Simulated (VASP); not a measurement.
VASP runs on Sn (beta) share one base input (PBE GGA, plane waves, VASP's PBE PAW potentials (set 64)) and change the settings named in each case.

**POSCAR**
```
Sn
1
   -2.9150000000     2.9150000000     1.5900000000
    2.9150000000    -2.9150000000     1.5900000000
    2.9150000000     2.9150000000    -1.5900000000
Sn
2
Direct
  0.2500000000   0.7500000000   0.5000000000
  0.0000000000   0.0000000000   0.0000000000
```

**KPOINTS**
```
Automatic
0
Gamma
  12 12 12
0 0 0
```

**INCAR**
```
# general
SYSTEM   =  Sn
PREC     =  Accurate
ENCUT    =  400
LREAL    =  .False.
LASPH    =  .True.

# electronic loop
EDIFF    =  1E-6
NELM     =  100
ALGO     =  Normal
LMAXMIX  =  4

# smearing
ISMEAR   =  1
SIGMA    =  0.1

# functional
GGA      =  PE

# ions
ISIF     =  2

# output
LWAVE    =  .False.
LCHARG   =  .False.
```

POTCAR, in this order: Sn_d (PBE.64 set). Program: vasp_std.

```tsv
change	electronic steps
base run	11
AMIX = 1.0, BMIX = 3.0, IMIX = 4	10
AMIX = 0.2, BMIX = 0.0001, IMIX = 4	11
AMIX = 0.1, BMIX = 0.0001, IMIX = 4	13
AMIX = 0.6, BMIX = 3.0, IMIX = 1	16
```
 Unless said otherwise, spin-orbit coupling is left out, though it shifts the bands of the heavy elements here.

Left out are runs that ran out of time, are held back, or changed the cell or the kind of run, fixed moments of cells without a moment, rows past the twelfth, gaps on odd meshes, pressures of charged cells and columns that move by less than the noise.

The compound is Sn in the beta structure. The cell was not relaxed at this level.
